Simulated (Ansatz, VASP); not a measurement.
**Cross-check of CdAu between VASP and Ansatz**

One calculation is typed for both programs; each brings its own data sets. How far apart do they land? The cell is taken from a series of runs on this material, whose earlier steps may have relaxed, scaled, displaced or heated it; both programs get it as it stands.

Calculated with Ansatz 0.2.0; plane waves, with VASP 6.6.1 beside it; relaxation of cell and atoms at PBEsol.

### Step 1. Set-up

It takes space group Pm-3m (No. 221, cubic). Conventional cell: a = 3.317 Å, b = 3.317 Å, c = 3.317 Å, α = 90.00°, β = 90.00°, γ = 90.00°. Nearest to Cd lie 8 Au at 2.87 Å. Nearest to Au lie 8 Cd at 2.87 Å. Farther neighbours are not listed.

### Step 2. VASP: relaxation of cell and atoms, PBEsol, pair 1

The relaxed volume is the usual yardstick between codes: in a stiff, nearly cubic crystal its relative difference is about their pressure difference at one cell divided by the bulk modulus.

Lines of VASP's logs that name or quote its potential files are left out, and so is its time.

INCAR

```
SYSTEM = CdAu
PREC = Accurate
ENCUT = 500
EDIFF = 1E-07
NELM = 120
ISMEAR = 1
SIGMA = 0.2
LREAL = .FALSE.
ALGO = Normal
GGA = PS
NBANDS = 17
LASPH = .TRUE.
LORBIT = 11
LWAVE = .FALSE.
LCHARG = .FALSE.
ISIF = 3
IBRION = 2
NSW = 80
EDIFFG = -0.005
GGA_COMPAT = .FALSE.
NELMIN = 4
KPAR = 2
```

POSCAR

```
CdAu
1.0
    3.3174900000      0.0000000000      0.0000000000
    0.0000000000      3.3174900000      0.0000000000
    0.0000000000      0.0000000000      3.3174900000
Cd Au
1 1
Direct
    0.5000000000      0.5000000000      0.5000000000
    0.0000000000      0.0000000000      0.0000000000
```

KPOINTS

```
Automatic mesh
0
Gamma
12 12 12
0 0 0
```

The projector-augmented-wave data sets are Cd and Au (PBE family, release 64).

On the command line:

```sh
$ mpirun -np 2 vasp_std
```

Numbers of over 12 decimals in the logs are rounded to 6 here.

Log:

```text
[banner, memory and clock lines left out]
running    2 mpi-ranks, on    1 nodes
 distrk:  each k-point on    1 cores,    2 groups
 distr:  one band on    1 cores,    1 groups

 POSCAR found type information on POSCAR CdAu
 POSCAR found :  2 types and       2 ions
|                                                                             |
|               ----> ADVICE to this user running VASP <----                  |
|                                                                             |
|     You enforced a specific xc type in the INCAR file but a different       |
|     [... a line on the potential file left out ...]
|     I HOPE YOU KNOW WHAT YOU ARE DOING!                                     |
|                                                                             |

 LDA part: xc-table for (Slater+PW92), standard interpolation
 POSCAR, INCAR and KPOINTS ok, starting setup
 FFT: planning ... GRIDC
 FFT: planning ... GRID_SOFT
 FFT: planning ... GRID
 WAVECAR not read
 entering main loop
       N       E                     dE             d eps       ncg     rms          rms(c)
DAV:   1     0.145685642986E+03    0.14569E+03   -0.11844E+04  2944   0.126E+03
DAV:   2    -0.311834938890E+01   -0.14880E+03   -0.14321E+03  2928   0.315E+02
DAV:   3    -0.590981332840E+01   -0.27915E+01   -0.27851E+01  3382   0.503E+01
DAV:   4    -0.591777671068E+01   -0.79634E-02   -0.79628E-02  3306   0.236E+00
DAV:   5    -0.591783333349E+01   -0.56623E-04   -0.56623E-04  3404   0.215E-01    0.889E+00
DAV:   6    -0.551026760064E+01    0.40757E+00   -0.11991E+00  2957   0.103E+01    0.551E+00
DAV:   7    -0.547735115454E+01    0.32916E-01   -0.49814E-02  3137   0.342E+00    0.311E+00
DAV:   8    -0.547100946180E+01    0.63417E-02   -0.13536E-02  3073   0.117E+00    0.236E-01
DAV:   9    -0.547079030680E+01    0.21916E-03   -0.15711E-03  2994   0.493E-01    0.126E-01
DAV:  10    -0.547080129562E+01   -0.10989E-04   -0.39803E-05  3269   0.768E-02    0.322E-02
DAV:  11    -0.547080276356E+01   -0.14679E-05   -0.47030E-06  3013   0.315E-02    0.330E-03
DAV:  12    -0.547080278561E+01   -0.22044E-07   -0.80641E-08  1910   0.297E-03
   1 F= -.54708028E+01 E0= -.54707486E+01  d E =-.547080E+01
 curvature:   0.00 expect dE= 0.000E+00 dE for cont linesearch  0.000E+00
 trial: gam= 0.00000 g(F)=  0.000E+00 g(S)=  0.103E-02 ort = 0.000E+00 (trialstep = 0.100E+01)
 search vector abs. value=  0.103E-02
 bond charge predicted
       N       E                     dE             d eps       ncg     rms          rms(c)
DAV:   1    -0.549168509696E+01   -0.20882E-01   -0.37131E-01  2908   0.729E+00    0.952E-01
DAV:   2    -0.547212942941E+01    0.19556E-01   -0.50871E-02  2897   0.270E+00    0.339E-01
DAV:   3    -0.547102517813E+01    0.11043E-02   -0.25193E-03  3252   0.670E-01    0.274E-01
DAV:   4    -0.547087060999E+01    0.15457E-03   -0.21263E-04  3062   0.134E-01    0.770E-02
DAV:   5    -0.547085823597E+01    0.12374E-04   -0.17489E-05  3143   0.376E-02    0.104E-02
DAV:   6    -0.547085855054E+01   -0.31458E-06   -0.14487E-06  3334   0.168E-02    0.345E-03
DAV:   7    -0.547085829303E+01    0.25752E-06   -0.42573E-07  2928   0.984E-03    0.693E-04
DAV:   8    -0.547085825753E+01    0.35496E-07   -0.20998E-08  1472   0.158E-03
   2 F= -.54708583E+01 E0= -.54707683E+01  d E =-.554719E-04
 trial-energy change:   -0.000055  1 .order   -0.000056   -0.001032    0.000920
 step:   0.5287(harm=  0.5287)  dis= 0.00000  next Energy=    -5.471076 (dE=-0.273E-03)
 bond charge predicted
       N       E                     dE             d eps       ncg     rms          rms(c)
DAV:   1    -0.547571913956E+01   -0.48608E-02   -0.82343E-02  2910   0.342E+00    0.441E-01
DAV:   2    -0.547133920904E+01    0.43799E-02   -0.11468E-02  2895   0.129E+00    0.152E-01
DAV:   3    -0.547110374837E+01    0.23546E-03   -0.55428E-04  3275   0.318E-01    0.123E-01
DAV:   4    -0.547107872595E+01    0.25022E-04   -0.46895E-05  3061   0.623E-02    0.368E-02
DAV:   5    -0.547107896575E+01   -0.23979E-06   -0.37853E-06  3144   0.164E-02    0.457E-03
DAV:   6    -0.547107938891E+01   -0.42316E-06   -0.28977E-07  2925   0.738E-03    0.124E-03
DAV:   7    -0.547107942340E+01   -0.34491E-07   -0.75611E-08  1485   0.465E-03
   3 F= -.54710794E+01 E0= -.54710059E+01  d E =-.276638E-03
 curvature:  -0.26 expect dE=-0.437E-10 dE for cont linesearch -0.437E-10
 trial: gam=-0.00040 g(F)=  0.176E-66 g(S)=  0.165E-09 ort = 0.413E-06 (trialstep = 0.906E+00)
 search vector abs. value=  0.100E-09
 reached required accuracy - stopping structural energy minimisation
```

Parts of OUTCAR (step 2):

```text
ion  position               nearest neighbor table
   1  0.500  0.500  0.500-   2 2.87   2 2.87   2 2.87   2 2.87   2 2.87   2 2.87   2 2.87   2 2.87

  LATTYP: Found a simple cubic cell.
 ALAT       =     3.3174900000

 Subroutine GETGRP returns: Found 48 space group operations
 (whereof 48 operations were pure point group operations)

The static configuration has the point symmetry O_h .

 Found     84 irreducible k-points:

   k-points           NKPTS =     84   k-points in BZ     NKDIM =     84   number of bands    NBANDS=     17

   dimension x,y,z NGX =    24 NGY =   24 NGZ =   24
   dimension x,y,z NGXF=    48 NGYF=   48 NGZF=   48

   ENCUT  =  500.0 eV  36.75 Ry    6.06 a.u.   6.05  6.05  6.05*2*pi/ulx,y,z

   NELECT =      23.0000    total number of electrons

 k-points in reciprocal lattice and weights: Automatic mesh
   0.00000000  0.00000000  0.00000000       0.001
   0.08333333  0.00000000  0.00000000       0.003
   0.16666667  0.00000000  0.00000000       0.003
   0.25000000  0.00000000  0.00000000       0.003
   0.33333333  0.00000000  0.00000000       0.003
   0.41666667  0.00000000  0.00000000       0.003
   0.50000000  0.00000000  0.00000000       0.002
   0.08333333  0.08333333  0.00000000       0.007
   0.16666667  0.08333333  0.00000000       0.014
[...]
0.50000000  0.50000000  0.41666667       0.003
   0.50000000  0.50000000  0.50000000       0.001

 average (electrostatic) potential at core
       1 -35.7335       2 -67.6169

 E-fermi :   6.2215

 k-point     1 :       0.0000    0.0000    0.0000
  band No.  band energies     occupation
    ...
      7       1.2037      2.00000
      8       1.2037      2.00000
      9       2.5258      2.00000
     10       2.5258      2.00000
     11       2.5258      2.00000
     12      10.9666      0.00000
     13      10.9666      0.00000
     14      10.9666      0.00000
     15      14.3824      0.00000
     16      18.0690      0.00000
    ...

 k-point     2 :       0.0833    0.0000    0.0000
  band No.  band energies     occupation
    ...
      7       1.1830      2.00000
      8       1.2345      2.00000
      9       2.4470      2.00000
     10       2.4470      2.00000
     11       2.5109      2.00000
     12      10.0418     -0.00000
     13      11.1906      0.00000
     14      11.1906      0.00000
     15      14.9799      0.00000
     16      18.0199      0.00000
    ...

 k-point     3 :       0.1667    0.0000    0.0000
  band No.  band energies     occupation
    ...
      7       1.1253      2.00000
      8       1.3184      2.00000
      9       2.2435      2.00000
     10       2.2435      2.00000
     11       2.4700      2.00000
     12       8.3458     -0.00000
     13      11.8281      0.00000
     14      11.8281      0.00000
     15      15.6170      0.00000
     16      17.8810      0.00000
    ...

  Total        0.0000478      0.0000478      0.0000478     -0.0000000     -0.0000000     -0.0000000
  in kB        0.0020873      0.0020873      0.0020873     -0.0000000     -0.0000000     -0.0000000
  external PRESSURE =       0.0020873 kB  Pullay stress =       0.0000000 kB

  energy-cutoff  :      500.00
  volume of cell :       36.68
      direct lattice vectors                 reciprocal lattice vectors
     3.322542033  0.000000000  0.000000000     0.300974371  0.000000000 -0.000000000
     0.000000000  3.322542033  0.000000000     0.000000000  0.300974371 -0.000000000
     0.000000000  0.000000000  3.322542033     0.000000000 -0.000000000  0.300974371

 POSITION                                       TOTAL-FORCE (eV/Angst)
 -----------------------------------------------------------------------------------
      1.66127      1.66127      1.66127         0.000000      0.000000      0.000000
      0.00000      0.00000      0.00000        -0.000000     -0.000000      0.000000
 -----------------------------------------------------------------------------------
    total drift:                                0.000000      0.000000     -0.000000

  FREE ENERGIE OF THE ION-ELECTRON SYSTEM (eV)
  ---------------------------------------------------
  free  energy   TOTEN  =        -5.4710794234 eV

  energy  without entropy=       -5.4708587240  energy(sigma->0) =       -5.47100586

 reached required accuracy - stopping structural energy minimisation

 total charge
# of ion       s       p       d       tot
------------------------------------------
    1        0.460   0.354   9.514  10.329
    2        0.602   0.328   8.735   9.665
--------------------------------------------------
tot          1.063   0.682  18.249  19.993

[... 3 further parts left out ...]
```

CONTCAR:

```
CdAu
   1.00000000000000
     3.3225420330968021    0.0000000000000000    0.0000000000000000
     0.0000000000000000    3.3225420330968021    0.0000000000000000
     0.0000000000000000    0.0000000000000000    3.3225420330968021
  Cd              Au
     1     1
Direct
     0.5000000000000000    0.5000000000000000    0.5000000000000000
     0.0000000000000000    0.0000000000000000    0.0000000000000000
```

This run has no spin polarisation. Its electron count is odd, so without a moment it is a metal by construction. The run keeps the 48 symmetry operations of its start, so it cannot find a distortion of lower symmetry.

### Step 3. Ansatz: relaxation of cell and atoms, PBEsol, pair 1

Ansatz runs on its PAW soft_1 files.

The same cell, functional, mesh and smearing now go to Ansatz, which takes its cutoff from its data sets.

input.yaml

```yaml
crystal:
  lattice:
    - [3.3174904026, 0.0, 0.0]
    - [0.0, 3.3174904026, 0.0]
    - [0.0, 0.0, 3.3174904026]
  atoms:
    - { symbol: Cd, position: [0.5, 0.5, 0.5] }
    - { symbol: Au, position: [0.0, 0.0, 0.0] }
kpoints:
  mp_grid: { grid: [12, 12, 12] }
hamiltonian:
  xc: pbesol
  pseudopotentials: { kind: paw, azcp: { folder: soft_1 }, xc_functional: pbe }
scf:
  occupations: { method: methfessel_paxton, width: 0.2 }
output:
  forces: true
  stress: true
  eigenvalues: true
relax:
  adjacent_minimum: "off"
  f_tol: 0.001
  max_steps: 60
  cell: { stress_tol: 0.01 }
```

On the command line:

```sh
$ ansatz run input.yaml --threads 4 --pin off --max-ram 10240MiB --backend cpu --events-out ev --progress --plain --runs-dir out
```

Log:

```text
Engine: ansatz 0.2.0, aarch64-unknown-linux-gnu
Pseudopotentials: kind: paw
Pseudopotential: Cd, paw, valence charge 20, recommended cutoff 420 eV (normal), soft_1/Cd.paw.azcp
Pseudopotential: Au, paw, valence charge 19, recommended cutoff 420 eV (normal), soft_1/Au.paw.azcp
Functional definition: PBEsol
  exchange = pbesol_x
  correlation = pbesol_c
Crystal: 2 atoms, lattice volume = 36.511 Å³
Basis set: ecut = 420 eV, 739 PW (Γ), exchange–correlation on 48×48×48 points (8 copies of the dense FFT grid, shifted against one another)
Bands: 24, of which v1, the nominal top of the filled ones, is band 20 counted from 1 (19 counted from 0)
Symmetry: 48 space group operations
Space group: Pm-3m (ITA 221), of the structure as read, at distance tolerance 3.3e-5 Å
k-points: 84 of 1728
Non-local potential: Cd, projectors of the file, l = 0: 3, l = 1: 2, l = 2: 2, l = 3: 1
Non-local potential: Au, projectors of the file, l = 0: 3, l = 1: 2, l = 2: 2, l = 3: 1
PAW form: soft (Blöchl's): semilocal exchange-correlation on the pseudo side does not see the compensation charge
PAW frozen core: Cd, regenerated for the run's functional, and the local potential with it (the file was generated under x = pbe(κ = 0.804, μ = 0.219515), c = pbe(β = 0.066725))
PAW frozen core: Au, regenerated for the run's functional, and the local potential with it (the file was generated under x = pbe(κ = 0.804, μ = 0.219515), c = pbe(β = 0.066725))
PAW one-centre angular grid: Cd, 590 points (default); XC on 64 Gauss nodes
PAW one-centre angular grid: Au, 590 points (default); XC on 64 Gauss nodes
Initial density: superposition of atomic densities (chi_scale 0.1, normalization cell, long waves kept (reshape's long-wave potential 0.00 eV rms))
Initial wavefunctions: pseudopotential atomic-orbital guess
Functional: x = pbesol(κ = 0.804, μ = 0.123457), c = pbesol(β = 0.046)
SCF iter   1: F=—  HF=-21197.117198 eV  |F-HF|=—  |Δ(HF+E_count)|=         —  Δρ=1.68e-1  dr2=1.57e1  ethr=3.10e-3  ⟨swp⟩=4.8  Hψ=7456  notcnv=0
preconditioner: auto → Kerker (q_TF=auto, 2.758 Å⁻¹)  [metal: Δε(μ)=0.035 eV  Ē_g=13.068 eV  σ=0.200 eV  W_gap=0.15  n_scr=18 (ndim 8)  ℏωp=29.5 eV  f_vac=0.000  D(μ)=0.92/eV (n_scr^D=6)]
SCF iter   2: F=—  HF=-21193.618501 eV  |F-HF|=—  |Δ(HF+E_count)|=    3.50e0  S|Δr|=    0.00e0  Δρ=4.26e-2  dr2=1.22e0  ethr=3.10e-3  ⟨swp⟩=3.0  Hψ=4599  notcnv=0  defer=20
SCF iter   3: F=—  HF=-21193.357252 eV  |F-HF|=—  |Δ(HF+E_count)|=   2.61e-1  S|Δr|=    0.00e0  Δρ=1.70e-2  dr2=1.27e-1  ethr=3.10e-3  ⟨swp⟩=2.2  Hψ=3028  notcnv=0  defer=28
SCF iter   4: F=—  HF=-21193.342272 eV  |F-HF|=—  |Δ(HF+E_count)|=   1.50e-2  S|Δr|=    0.00e0  Δρ=4.35e-3  dr2=4.52e-3  ethr=3.25e-4  ⟨swp⟩=2.2  Hψ=3552  notcnv=0  defer=27
SCF iter   5: F=—  HF=-21193.341135 eV  |F-HF|=—  |Δ(HF+E_count)|=   1.14e-3  S|Δr|=    0.00e0  Δρ=1.26e-3  dr2=8.15e-4  ethr=1.16e-5  ⟨swp⟩=2.1  Hψ=3745  notcnv=0  defer=27
SCF iter   6: F=—  HF=-21193.340882 eV  |F-HF|=—  |Δ(HF+E_count)|=   2.53e-4  S|Δr|=    0.00e0  Δρ=4.79e-4  dr2=1.27e-4  ethr=2.09e-6  ⟨swp⟩=2.2  Hψ=3021  notcnv=0  defer=27
SCF iter   7: F=—  HF=-21193.340854 eV  |F-HF|=—  |Δ(HF+E_count)|=   2.82e-5  S|Δr|=    0.00e0  Δρ=7.91e-5  dr2=2.38e-6  ethr=3.26e-7  ⟨swp⟩=2.0  Hψ=2505  notcnv=0  defer=27
SCF iter   8: F=—  HF=-21193.340888 eV  |F-HF|=—  |Δ(HF+E_count)|=   3.33e-5  S|Δr|=    0.00e0  Δρ=2.24e-5  dr2=2.64e-7  ethr=6.11e-9  ⟨swp⟩=2.3  Hψ=2520  notcnv=0  defer=27
SCF iter   9: F=-21193.340887 eV  HF=-21193.340887 eV  |F-HF|=9.79e-10  |Δ(HF+E_count)|=   5.33e-8  S|Δr|=    0.00e0  Δρ=2.32e-6  dr2=1.79e-9  ethr=2.56e-10  ⟨swp⟩=6.3  Hψ=8067  notcnv=0
SCF 1 converged in 9 iterations: F = -21193.340887 eV  dr2 = 1.79e-9
  greatest PAW one-centre occupation: 1.000 electrons in one spin orbital (limit 2), on the Au atom at site 1 (counted from 0), in its partial waves of l = 0
relax step   1: F+E_penalty+E_count = -21193.34088745 eV  Δ(F+E_penalty+E_count) = +0.000e0 eV  max|allowed force component| = 9.887e-29 eV/Å  Δτ_max = 0.0000 Å  P = +0.003 GPa  Ω = 36.511 Å³  (9 SCF iters, dr2 threshold 1.00e-7 eV, accepted)
Initial density: handed on by an earlier stage of this run
Initial wavefunctions: pseudopotential atomic-orbital guess (no wavefunctions were taken with the density)
iter 1 solved again at ethr=2.26e-9 eV; its pass at ethr=3.10e-3 eV (dr2=8.81e-7 eV) is discarded
SCF iter   1: F=—  HF=-21193.340858 eV  |F-HF|=—  |Δ(HF+E_count)|=         —  Δρ=2.37e-6  dr2=1.85e-9  ethr=2.26e-9  ⟨swp⟩=4.1  Hψ=13992  notcnv=0
preconditioner: auto → Kerker (q_TF=auto, 2.758 Å⁻¹)  [metal: Δε(μ)=0.030 eV  Ē_g=12.861 eV  σ=0.200 eV  W_gap=0.13  n_scr=18 (ndim 8)  ℏωp=29.5 eV  f_vac=0.000  D(μ)=0.49/eV (n_scr^D=0)]
SCF iter   2: F=—  HF=-21193.340887 eV  |F-HF|=—  |Δ(HF+E_count)|=   2.99e-5  S|Δr|=    0.00e0  Δρ=1.23e-6  dr2=4.24e-10  ethr=4.73e-12  ⟨swp⟩=2.0  Hψ=3592  notcnv=0
SCF iter   3: F=—  HF=-21193.340887 eV  |F-HF|=—  |Δ(HF+E_count)|=  2.91e-11  S|Δr|=    0.00e0  Δρ=4.91e-7  dr2=6.06e-11  ethr=1.09e-12  ⟨swp⟩=1.1  Hψ=2031  notcnv=0
SCF iter   4: F=—  HF=-21193.340887 eV  |F-HF|=—  |Δ(HF+E_count)|=  7.28e-12  S|Δr|=    0.00e0  Δρ=8.70e-8  dr2=1.96e-12  ethr=1.55e-13 (applied; sched 1.00e-12)  ⟨swp⟩=2.2  Hψ=3228  notcnv=0
SCF iter   5: F=-21193.340887 eV  HF=-21193.340887 eV  |F-HF|=0.00e0  |Δ(HF+E_count)|=    0.00e0  S|Δr|=    0.00e0  Δρ=2.60e-8  dr2=1.17e-13  ethr=1.00e-12  ⟨swp⟩=4.1  Hψ=6681  notcnv=0
SCF 2 converged in 5 iterations: F = -21193.340887 eV  dr2 = 1.17e-13
relax step   2: F+E_penalty+E_count = -21193.34088745 eV  Δ(F+E_penalty+E_count) = -7.531e-10 eV  max|allowed force component| = 2.140e-28 eV/Å  Δτ_max = 0.0000 Å  P = +0.003 GPa  Ω = 36.511 Å³  stress off target by 3.03e-3 GPa  SCF on the basis re-selected at this cell (its energy is not comparable with the rows above)  (5 SCF iters)
basis re-selected at this cell: Δ(F+E_penalty+E_count) = -7.531e-10 eV, ΔP = -0.000 GPa vs the last step (what re-selecting the basis moved, of the pressure what is left beyond the Pulay correction that the steps carried, after the strain that the cell walked since its last selection, with what the two solves' SCF thresholds leave and, on support functions, any second-order correction that the steps lacked; it is no  [...]
SCF converged after 5 iterations
Stability not checked: this state was not tested for a lower state beside it, because cold or Methfessel-Paxton smearing, or corrected tetrahedra, fill the levels in a way that the test cannot read (fill_not_monotonic; see scf.lower_state_search)
Free energy (F): -21193.340887 eV
Harris-Foulkes:  -21193.340887 eV  (|F-HF|=0.00e0)
Internal energy: -21193.340712 eV  (E = F + TS)
E sigma→0 (E₀):  -21193.340844 eV
Entropy (-TS):   -0.000175 eV (-0.088 meV/atom)
Fermi energy:    18.382196 eV
--- Per-component energies (eV) ---
  E_band       = -576.020284
  E_kinetic    = 1019.035774
  E_local      = -4468.657128  (includes V_loc(G=0)·N_el)
  E_nonlocal   = 222.833323
  E_hartree    = 2030.781082
  E_xc         = -370.754901
  E_vxc        = -458.278879  (∫ρ·V_xc dr)
  E_paw        = -13618.526616  (= ΣΔE_a)
  E_vpaw       = -952.517412  (= ΣTr[D̂ρ^β])
  E_aug_tail   = 0.001880  (compensation charges beyond the density's cutoff)
  E_ewald      = -6008.705613
  E_core_change = 0.651488  (= ΣΔE_core)
  E_smearing   = -0.000175  (= −TS)
  E_closure    = -0.000000  (closes the sum)
  Σ components = -21193.340887   (vs F -21193.340887, Δ=0.00e0)
--- Forces (eV/Å), atoms counted from 1 ---
  atom   1  Cd     0.00000000     0.00000000    -0.00000000
  atom   2  Au    -0.00000000    -0.00000000     0.00000000
  max |Σ_I F_I| component: 3.97e-28 eV/Å
--- Stress (GPa, compression-positive) ---
        0.003027       0.000000       0.000000
        0.000000       0.003027       0.000000
        0.000000       0.000000       0.003027
  P = ⅓ Tr σ = 0.0030 GPa (0.030 kbar)
--- Band table (eV; the first three rows and the last of 84) ---
  k-point 0: bands = [... 16 lower, 14.6845, 14.6845, 14.6845, 23.0903, 23.0903, 23.0903, 26.6009, 30.2487]
  k-point 1: bands = [... 16 lower, 14.6038, 14.6038, 14.6687, 22.1794, 23.3174, 23.3174, 27.1954, 30.1978]
  k-point 2: bands = [... 16 lower, 14.3959, 14.3959, 14.6252, 20.4944, 23.9633, 23.9633, 27.8282, 30.0543]
  k-point 83: bands = [... 16 lower, 15.1245, 15.1245, 20.2467, 20.5788, 22.2637, 22.2637, 22.2637, 23.7010]
--- Relaxed structure (1 steps of the walk, 1 accepted, 1 SCFs on fresh bases) ---
  F+E_penalty+E_count = -21193.34088745 eV   max|allowed force component| = 2.140e-28 eV/Å   (the final SCF, on the basis selected at the relaxed cell)
  cell:  # Å, volume = 36.5114 Å³
    - [3.3174904026, 0.0, 0.0]
    - [0.0, 3.3174904026, 0.0]
    - [0.0, 0.0, 3.3174904026]
  atoms:
    - { symbol: Cd, position: [0.500000, 0.500000, 0.500000] }
    - { symbol: Au, position: [0.0, 0.0, 0.0] }
```

### Step 4. Side by side

Known differences besides the potentials themselves: the data sets hold 39 valence electrons in Ansatz (on its PAW soft_1 files) and 23 in VASP; the cutoff is 420 eV in Ansatz and 500 eV in VASP; Ansatz makes its cores anew for this functional, VASP keeps those of its PBE data sets; Ansatz adds a Pulay correction to the stress that steers its cell, VASP none. Total energies have different zeros and are not compared.

The two programs side by side:

```csv
quantity,Ansatz,VASP,difference
volume (Å³),36.51,36.68,-0.46 %
"edge a after relaxation, in the typed setting (Å)",3.317,3.322,-0.15 %
```

[end of part 1 of 2]

[Lines on the potential files, build, host, timing and source positions are cut from VASP's logs without a mark.]

[Logs are printed without paths, hosts, clocks, repeated set-up lines and the standing remarks that a program may print on its own settings, such as how far it seeks lower states.]

[Hosts, paths, dates, database ids (printed as entryN), source tags and the programs' standing remarks are cut or masked in the printed files.]
